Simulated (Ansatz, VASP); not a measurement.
# Bi (Bismuth): VASP beside Ansatz

One calculation is typed for both programs; each brings its own data sets and cutoff. How far apart do they land? The cell is taken from a series of VASP runs on this material, whose earlier steps may have relaxed, scaled or displaced it; both programs get it as it stands.

Method: plane waves, with VASP 6.6.1 beside it; zone-centre phonons at r2SCAN, in Ansatz 0.2.0.

## 1. Starting point

The structure is trigonal, space group R-3m (No. 166). Conventional cell: a = 4.532 Å, b = 4.532 Å, c = 12.393 Å, α = 90.00°, β = 90.00°, γ = 120.00°. Nearest to Bi lie 3 Bi at 3.07 Å.

Coordinates:

```cif
data_structure
_symmetry_space_group_name_H-M 'R-3m:H'
_symmetry_Int_Tables_number 166
_cell_length_a 4.5323
_cell_length_b 4.5323
_cell_length_c 12.3935
_cell_angle_alpha 90.000
_cell_angle_beta 90.000
_cell_angle_gamma 120.000
_cell_volume 220.48
loop_
_atom_site_label
_atom_site_type_symbol
_atom_site_symmetry_multiplicity
_atom_site_Wyckoff_symbol
_atom_site_fract_x
_atom_site_fract_y
_atom_site_fract_z
_atom_site_occupancy
Bi1 Bi 6 c 0.00000 0.00000 0.76839 1
```

## 2. VASP: zone-centre phonons, r2SCAN

Second derivatives magnify differences that forces hide, and they need a tight electronic threshold.

Lines of VASP's logs that name or quote its potential files are left out, and so is its time.

INCAR reads:

```
SYSTEM = Bi
PREC = Accurate
ENCUT = 450
EDIFF = 1E-08
NELM = 100
ISMEAR = 1
SIGMA = 0.15
LREAL = .FALSE.
ALGO = Normal
METAGGA = R2SCAN
LASPH = .TRUE.
NBANDS = 21
LORBIT = 11
LWAVE = .FALSE.
LCHARG = .FALSE.
KPAR = 4
IBRION = 6
NFREE = 2
POTIM = 0.015
NSW = 1
ISIF = 2
```

POSCAR reads:

```
Bi
1.0
    2.2661686461      1.3083730779      4.1311553395
   -2.2661686461      1.3083730779      4.1311553395
    0.0000000000     -2.6167461558      4.1311553395
Bi
2
Direct
    0.7683877402      0.7683877402      0.7683877402
    0.2316122598      0.2316122598      0.2316122598
```

KPOINTS reads:

```
Automatic mesh
0
Gamma
12 12 12
0 0 0
```

Potentials, in the order of the species: Bi_d (PBE family, release 64).

Started as:

```console
$ mpirun -np 4 vasp_std
```

Numbers of over 12 decimals in the logs are rounded to 6 here.

The program printed:

```text
[banner, memory and clock lines left out]
running    4 mpi-ranks, on    1 nodes
 distrk:  each k-point on    1 cores,    4 groups
 distr:  one band on    1 cores,    1 groups

 POSCAR found type information on POSCAR Bi
 POSCAR found :  1 types and       2 ions
|                                                                             |
|               ----> ADVICE to this user running VASP <----                  |
|                                                                             |
|     You enforced a specific xc type in the INCAR file but a different       |
|     [... a line on the potential file left out ...]
|     I HOPE YOU KNOW WHAT YOU ARE DOING!                                     |
|                                                                             |

 LDA part: xc-table for (None), standard interpolation
 POSCAR, INCAR and KPOINTS ok, starting setup
 FFT: planning ... GRIDC
 FFT: planning ... GRID_SOFT
 FFT: planning ... GRID
 WAVECAR not read
 entering main loop
       N       E                     dE             d eps       ncg     rms          rms(c)
DAV:   1     0.184421526294E+03    0.18442E+03   -0.15527E+04  7964   0.158E+03
DAV:   2    -0.985400451339E+02   -0.28296E+03   -0.27679E+03  8043   0.426E+02
DAV:   3    -0.122951990416E+03   -0.24412E+02   -0.24126E+02  9443   0.146E+02
DAV:   4    -0.123856143207E+03   -0.90415E+00   -0.90366E+00 10095   0.309E+01
DAV:   5    -0.123888986504E+03   -0.32843E-01   -0.32842E-01 10917   0.524E+00    0.147E+00
DAV:   6    -0.116995977667E+03    0.68930E+01   -0.18275E+00  9088   0.213E+01    0.971E-01
DAV:   7    -0.116997170021E+03   -0.11924E-02   -0.20944E-02  9550   0.156E+00    0.658E-01
DAV:   8    -0.117005487708E+03   -0.83177E-02   -0.58821E-02  9539   0.256E+00    0.182E-01
DAV:   9    -0.117003834366E+03    0.16533E-02   -0.54683E-03  9567   0.948E-01    0.683E-02
DAV:  10    -0.117003696349E+03    0.13802E-03   -0.16234E-03 10363   0.537E-01    0.256E-02
DAV:  11    -0.117003692355E+03    0.39940E-05   -0.64858E-05  9466   0.878E-02    0.130E-02
DAV:  12    -0.117003691056E+03    0.12991E-05   -0.22386E-05 10166   0.489E-02    0.273E-03
DAV:  13    -0.117003691662E+03   -0.60595E-06   -0.21609E-06 10465   0.164E-02    0.742E-04
DAV:  14    -0.117003691882E+03   -0.21926E-06   -0.24445E-07 10148   0.525E-03    0.947E-04
DAV:  15    -0.117003691609E+03    0.27236E-06   -0.15655E-07 10204   0.526E-03    0.939E-05
DAV:  16    -0.117003691610E+03   -0.56798E-09   -0.37069E-09  5039   0.570E-04
   1 F= -.11700369E+03 E0= -.11700379E+03  d E =0.301134E-03
[...]
2 F= -.11700337E+03 E0= -.11700347E+03  d E =0.307878E-03
[...]
3 F= -.11700337E+03 E0= -.11700347E+03  d E =0.307879E-03
[...]
4 F= -.11700313E+03 E0= -.11700324E+03  d E =0.340637E-03
 Finite differences progress:
  Degree of freedom:   2/  2
  Displacement:        1/  2
  Total:               3/  4
 bond charge predicted
       N       E                     dE             d eps       ncg     rms          rms(c)
DAV:   1    -0.116975965565E+03    0.27161E-01   -0.64358E+00  8898   0.158E+01    0.138E-01
DAV:   2    -0.117002932596E+03   -0.26967E-01   -0.18056E-01 11152   0.402E+00    0.729E-02
DAV:   3    -0.117003099277E+03   -0.16668E-03   -0.17956E-03  9623   0.369E-01    0.493E-02
DAV:   4    -0.117003127094E+03   -0.27818E-04   -0.20929E-04 12269   0.162E-01    0.118E-02
DAV:   5    -0.117003129928E+03   -0.28336E-05   -0.76798E-06 10747   0.254E-02    0.440E-03
DAV:   6    -0.117003129267E+03    0.66079E-06   -0.19897E-06  9809   0.178E-02    0.101E-03
DAV:   7    -0.117003129410E+03   -0.14330E-06   -0.19928E-07  9942   0.590E-03    0.672E-04
DAV:   8    -0.117003129483E+03   -0.72728E-07   -0.60226E-08  9061   0.304E-03    0.165E-04
DAV:   9    -0.117003129481E+03    0.20450E-08   -0.36833E-09  4914   0.975E-04
   5 F= -.11700313E+03 E0= -.11700322E+03  d E =0.263088E-03
 Finite differences progress:
  Degree of freedom:   2/  2
  Displacement:        2/  2
  Total:               4/  4
```

From OUTCAR (step 2):

```text
ion  position               nearest neighbor table
   1  0.768  0.768  0.768-   2 3.07   2 3.07   2 3.07   2 3.63   2 3.63   2 3.63
   2  0.232  0.232  0.232-   1 3.07   1 3.07   1 3.07   1 3.63   1 3.63   1 3.63

  LATTYP: Found a trigonal (rhomboedric) cell.
 ALAT       =     4.8901743203
 COS(alpha) =     0.5704974296

 Subroutine GETGRP returns: Found 12 space group operations
 (whereof 12 operations were pure point group operations)

The static configuration has the point symmetry D_3d.

 Found    189 irreducible k-points:

   k-points           NKPTS =    189   k-points in BZ     NKDIM =    189   number of bands    NBANDS=     21

   dimension x,y,z NGX =    36 NGY =   36 NGZ =   36
   dimension x,y,z NGXF=    72 NGYF=   72 NGZF=   72

   ENCUT  =  450.0 eV  33.07 Ry    5.75 a.u.   8.46  8.46  8.46*2*pi/ulx,y,z

   NELECT =      30.0000    total number of electrons

 k-points in reciprocal lattice and weights: Automatic mesh
   0.00000000  0.00000000  0.00000000       0.001
   0.08333333 -0.00000000 -0.00000000       0.003
   0.16666667  0.00000000 -0.00000000       0.003
   0.25000000  0.00000000  0.00000000       0.003
   0.33333333 -0.00000000  0.00000000       0.003
   0.41666667  0.00000000  0.00000000       0.003
   0.50000000  0.00000000  0.00000000       0.002
   0.08333333  0.08333333 -0.00000000       0.003
   0.16666667  0.08333333  0.00000000       0.007
[...]
-0.41666667  0.50000000  0.41666667       0.003
   0.50000000  0.50000000  0.50000000       0.001

 average (electrostatic) potential at core
       1-111.5989       2-111.5989

 E-fermi :   5.8132

 k-point     1 :       0.0000    0.0000    0.0000
  band No.  band energies     occupation
    ...
     11      -7.6818      2.00000
     12      -2.0297      2.00000
     13       4.0226      2.00000
     14       4.6061      2.00000
     15       4.6061      2.00000
     16       8.1805     -0.00000
     17       8.7151     -0.00000
     18       8.7151     -0.00000
     19      11.8895      0.00000
     20      12.1959      0.00000
    ...

 k-point     2 :       0.0833   -0.0000   -0.0000
  band No.  band energies     occupation
    ...
     11      -7.6148      2.00000
     12      -2.1739      2.00000
     13       4.0693      2.00000
     14       4.5570      2.00000
     15       4.5858      2.00000
     16       8.1451     -0.00000
     17       8.4063     -0.00000
     18       8.5855     -0.00000
     19      11.6081      0.00000
     20      11.7584      0.00000
    ...

 k-point     3 :       0.1667    0.0000   -0.0000
  band No.  band energies     occupation
    ...
     11      -7.4157      2.00000
     12      -2.5774      2.00000
     13       4.1421      2.00000
     14       4.5107      2.00000
     15       4.5348      2.00000
     16       7.6295     -0.00000
     17       8.0747     -0.00000
     18       8.2478     -0.00000
     19      11.2839      0.00000
     20      11.7466      0.00000
    ...

  Total       -0.0612075     -0.0612075     -0.1139069      0.0000000     -0.0000000      0.0000000
  in kB       -1.3343464     -1.3343464     -2.4832126      0.0000000     -0.0000000      0.0000000
  external PRESSURE =      -1.7173018 kB  Pullay stress =       0.0000000 kB

  energy-cutoff  :      450.00
  volume of cell :       73.49
      direct lattice vectors                 reciprocal lattice vectors
     2.266168646  1.308373078  4.131155340     0.220636712  0.127384665  0.080687678
    -2.266168646  1.308373078  4.131155340    -0.220636712  0.127384665  0.080687678
     0.000000000 -2.616746156  4.131155340     0.000000000 -0.254769331  0.080687678

 POSITION                                       TOTAL-FORCE (eV/Angst)
 -----------------------------------------------------------------------------------
      0.00000      0.00000      9.50799         0.000000      0.000000      0.074270
      0.00000      0.00000      2.87048         0.000000     -0.000000     -0.074270
 -----------------------------------------------------------------------------------
    total drift:                               -0.000000      0.000000      0.000108

  FREE ENERGIE OF THE ION-ELECTRON SYSTEM (eV)
  ---------------------------------------------------
  free  energy   TOTEN  =      -117.0031294810 eV

  energy  without entropy=     -117.0033925685  energy(sigma->0) =     -117.00321718

 Eigenvectors and eigenvalues of the dynamical matrix
 ----------------------------------------------------

   1 f  =    3.428830 THz    21.543974 2PiTHz  114.373457 cm-1    14.180495 meV
             X         Y         Z           dx          dy          dz
      0.000000  0.000000  9.522987     0.000000   -0.000000   -0.707107
      0.000000  0.000000  2.870479     0.000000    0.000000    0.707107

   2 f  =    2.600413 THz    16.338877 2PiTHz   86.740440 cm-1    10.754439 meV
             X         Y         Z           dx          dy          dz
      0.000000  0.000000  9.522987     0.000000    0.707107   -0.000000
      0.000000  0.000000  2.870479     0.000000   -0.707107    0.000000

   3 f  =    2.600413 THz    16.338877 2PiTHz   86.740440 cm-1    10.754439 meV
             X         Y         Z           dx          dy          dz
      0.000000  0.000000  9.522987     0.707107   -0.000000    0.000000
      0.000000  0.000000  2.870479    -0.707107   -0.000000    0.000000

   4 f/i=    0.000000 THz     0.000000 2PiTHz    0.000001 cm-1     0.000000 meV
             X         Y         Z           dx          dy          dz
      0.000000  0.000000  9.522987     0.270598    0.653281   -0.000000
      0.000000  0.000000  2.870479     0.270598    0.653281    0.000000

   5 f/i=    0.000000 THz     0.000000 2PiTHz    0.000001 cm-1     0.000000 meV
             X         Y         Z           dx          dy          dz
      0.000000  0.000000  9.522987     0.000000   -0.000000   -0.707107
      0.000000  0.000000  2.870479     0.000000    0.000000   -0.707107

   6 f/i=    0.000000 THz     0.000000 2PiTHz    0.000001 cm-1     0.000000 meV
             X         Y         Z           dx          dy          dz
      0.000000  0.000000  9.522987    -0.653281    0.270598   -0.000000
      0.000000  0.000000  2.870479    -0.653281    0.270598    0.000000

 ELASTIC MODULI CONTR FROM IONIC RELAXATION (kBar)
 Direction    XX          YY          ZZ          XY          YZ          ZX
 --------------------------------------------------------------------------------
 XX        -159.0374     -0.8431   -140.3301      0.0000    160.7532     -0.0000
 YY          -0.8431   -159.0374   -140.3301     -0.0000   -160.7532      0.0000
 ZZ        -140.3301   -140.3301   -246.3406     -0.0000      0.0000      0.0000
 XY           0.0000     -0.0000     -0.0000    -79.0971     -0.0000    160.7531
 YZ         160.7532   -160.7532      0.0000     -0.0000   -326.7071      0.0000
 ZX          -0.0000      0.0000      0.0000    160.7531      0.0000   -326.7065
 --------------------------------------------------------------------------------

 total charge
# of ion       s       p       d       tot
------------------------------------------
    1        1.491   1.373   9.897  12.761
    2        1.491   1.373   9.897  12.761
--------------------------------------------------
tot          2.982   2.747  19.794  25.523

[... 3 further parts left out ...]
```

CONTCAR:

```
Bi
   1.00000000000000
     2.2661686461000001    1.3083730779000000    4.1311553395000002
    -2.2661686461000001    1.3083730779000000    4.1311553395000002
     0.0000000000000000   -2.6167461558000000    4.1311553395000002
  Bi
     2
Direct
     0.7671774250244361    0.7671774250244361    0.7671774250244361
     0.2316122598000021    0.2316122598000021    0.2316122598000021
```

[end of part 1 of 2]

[Lines on the potential files, build, host, timing and source positions are cut from VASP's logs without a mark.]

[Logs are printed without paths, hosts, clocks, repeated set-up lines and the standing remarks that a program may print on its own settings, such as how far it seeks lower states.]

[Hosts, paths, dates, database ids (printed as entryN), source tags and the programs' standing remarks are cut or masked in the printed files.]
